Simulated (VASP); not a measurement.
Level of theory: PBEsol GGA, VASP's PBE PAW potentials (set 64) (plane waves; VASP).

VASP ran on this input.

### KPOINTS
```
Regular mesh
0
G
  8 8 8
```

### POSCAR
```
GaP
1
    0.0000000000     2.7195419921     2.7195419921
    2.7195419921     0.0000000000     2.7195419921
    2.7195419921     2.7195419921     0.0000000000
Ga P
1 1
Direct
  0.0000000000   0.0000000000   0.0000000000
  0.2500000000   0.2500000000   0.2500000000
```

INCAR:
```
! general
SYSTEM  = GaP
PREC    = Accurate
ENCUT   = 500   ! plane-wave cut-off (eV)
LREAL   = .FALSE.   ! projection in real space or not
LASPH   = .TRUE.

! electronic loop
EDIFF   = 1E-6   ! SCF stop (eV)
NELM    = 100   ! most electronic steps
ALGO    = Normal
LMAXMIX = 4   ! l cut-off of mixed one-centre charges

! smearing
ISMEAR  = 0
SIGMA   = 0.05   ! width (eV)

! functional
GGA     = PS   ! PBEsol

! ions
IBRION  = 2
NSW     = 40   ! most ionic steps
ISIF    = 3
EDIFFG  = -0.02   ! ionic stop
PSTRESS = 50   ! kbar

! output
LWAVE   = .FALSE.
LCHARG  = .FALSE.
```

POTCAR, in this order: Ga_d P (PBE.64 set). Program: vasp_std.

Energy and stress use the plane-wave basis of the starting cell.

### Question
Estimate the energy per atom (σ→0), volume per atom, band gap (on the k-mesh).

### Answer

| Item | Result |
|---|---|
| energy per atom (σ→0) | -4.945 eV/atom |
| band gap (on the k-mesh) | 1.39 eV |
| volume per atom | 19.07 Å^3/atom |

OSZICAR:
```
...
DAV:   2    -0.994777545438E+01    0.19808E+00   -0.33117E-01   969   0.140E+01    0.137E+00
DAV:   3    -0.989600558221E+01    0.51770E-01   -0.68774E-02  1009   0.611E+00    0.292E-01
DAV:   4    -0.989158111149E+01    0.44245E-02   -0.68055E-03   894   0.149E+00    0.124E-01
DAV:   5    -0.989088325208E+01    0.69786E-03   -0.44267E-04  1043   0.313E-01    0.538E-02
DAV:   6    -0.989084472514E+01    0.38527E-04   -0.67005E-05   935   0.165E-01    0.254E-02
DAV:   7    -0.989084244154E+01    0.22836E-05   -0.10338E-05   939   0.785E-02    0.124E-02
DAV:   8    -0.989084264557E+01   -0.20402E-06   -0.13896E-06   560   0.130E-02
   3 F= -.87005383E+01 E0= -.87005383E+01  d E =-.348889E-01
```

The structure was generated: GaP was put into the zinc blende type (F-43m), which need not be its known phase. This run relaxes it under an external pressure of 5 GPa. Symmetry was kept, so distortions that lower it aren't found.
